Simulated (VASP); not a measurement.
These are PBEsol GGA, VASP's PBE PAW potentials (set 64) (plane waves; VASP 6.6.1) values and carry that method's errors.

The input files of a VASP run:

**INCAR**
```
ALGO = Normal
EDIFF = 1E-7
ENCUT = 400
GGA = PS
ICHARG = 11
ISMEAR = 0
LASPH = T
LCHARG = F
LMAXMIX = 6
LORBIT = 11
LREAL = F
LWAVE = F
NELM = 100
PREC = Accurate
SIGMA = 0.05
SYSTEM = PtP
```

### KPOINTS
```
k-points along high-symmetry lines
15
Line-mode
Reciprocal
  0.000000   0.000000   0.000000 ! GAMMA
  0.000000   0.500000   0.000000 ! X

  0.000000   0.500000   0.000000 ! X
  0.500000   0.500000   0.000000 ! M

  0.500000   0.500000   0.000000 ! M
  0.000000   0.000000   0.000000 ! GAMMA

  0.000000   0.000000   0.000000 ! GAMMA
  0.500000   0.500000   0.500000 ! R

  0.500000   0.500000   0.500000 ! R
  0.000000   0.500000   0.000000 ! X

  0.500000   0.500000   0.500000 ! R
  0.500000   0.500000   0.000000 ! M
```

POSCAR:
```
PtP
3.0679220
  0.9999998905   0.0000000000   0.0000000000
  0.0000000000   0.9999998905   0.0000000000
  0.0000000000   0.0000000000   0.9999998905
Pt P
1 1
Cart
  0.0000000000   0.0000000000   0.0000000000
  0.4999999453   0.4999999453   0.4999999453
```

POTCAR, in this order: Pt P (PBE.64 set). Program: vasp_std. Read from the step before: CHGCAR.

The run wrote:

### OSZICAR
```
       N       E                     dE             d eps       ncg     rms          rms(c)
DAV:   1     0.485938584838E+02    0.48594E+02   -0.60843E+03  2148   0.945E+02
DAV:   2    -0.943912997818E+01   -0.58033E+02   -0.52601E+02  2204   0.194E+02
DAV:   3    -0.110950913489E+02   -0.16560E+01   -0.16098E+01  2435   0.315E+01
DAV:   4    -0.111128676969E+02   -0.17776E-01   -0.17588E-01  2245   0.335E+00
DAV:   5    -0.111131078396E+02   -0.24014E-03   -0.24013E-03  2355   0.346E-01
DAV:   6    -0.111131138933E+02   -0.60538E-05   -0.60526E-05  2365   0.454E-02
DAV:   7    -0.111131139858E+02   -0.92478E-07   -0.92786E-07  2362   0.565E-03
   1 F= -.11113114E+02 E0= -.11112668E+02  d E =-.891559E-03
```

**OUTCAR**
```
 val. band max:       11.1505711504   @ k =   0.1071   0.1071   0.1071

 cond. band min:      11.1927405440   @ k =   0.1786   0.5000   0.1786



 k-point     1 :       0.0000    0.0000    0.0000
  band No.  band energies     occupation
      1      -3.6342      2.00000
      2       5.5616      2.00000
      3       5.5616      2.00000
      4       8.6119      2.00000
      5       8.6119      2.00000
      6       8.6119      2.00000
      7      10.7535      2.00000
      8      10.7535      2.00000
      9      10.7535      2.00000
     10      14.3662      0.00000
     11      19.4130      0.00000

 k-point     2 :       0.0000    0.0357    0.0000
  band No.  band energies     occupation
      1      -3.6135      2.00000
      2       5.5586      2.00000
      3       5.5689      2.00000
      4       8.5512      2.00000
      5       8.5512      2.00000
      6       8.6148      2.00000
      7      10.6226      2.00000
      8      10.8302      2.00000
      9      10.8302      2.00000
     10      14.4944      0.00000
     11      19.3726      0.00000

 k-point     3 :       0.0000    0.0714    0.0000
  band No.  band energies     occupation
      1      -3.5517      2.00000
      2       5.5441      2.00000
      3       5.5906      2.00000
      4       8.3910      2.00000
      5       8.3910      2.00000
      6       8.6235      2.00000
      7      10.2937      2.00000
      8      11.0380      1.99997
      9      11.0380      1.99997
     10      14.8160      0.00000
     11      19.2441      0.00000

 k-point     4 :       0.0000    0.1071    0.0000
  band No.  band energies     occupation
      1      -3.4492      2.00000
      2       5.5015      2.00000
      3       5.6260      2.00000
      4       8.1741      2.00000
      5       8.1741      2.00000
      6       8.6374      2.00000
      7       9.8874      2.00000
      8      11.3346      0.00003
      9      11.3346      0.00003
     10      15.2174      0.00000
...
```

The density is held fixed in this step, so its total energy and stress have no physical meaning. Unless said otherwise, spin-orbit coupling is left out, though it shifts the bands of the heavy elements here.

The structure was generated: PtP was put into the CsCl type type (Pm-3m), which need not be its known phase. It was relaxed first, which changed the volume by -8 %. The electron count is odd and the run is not spin-polarised, which forces a metal.
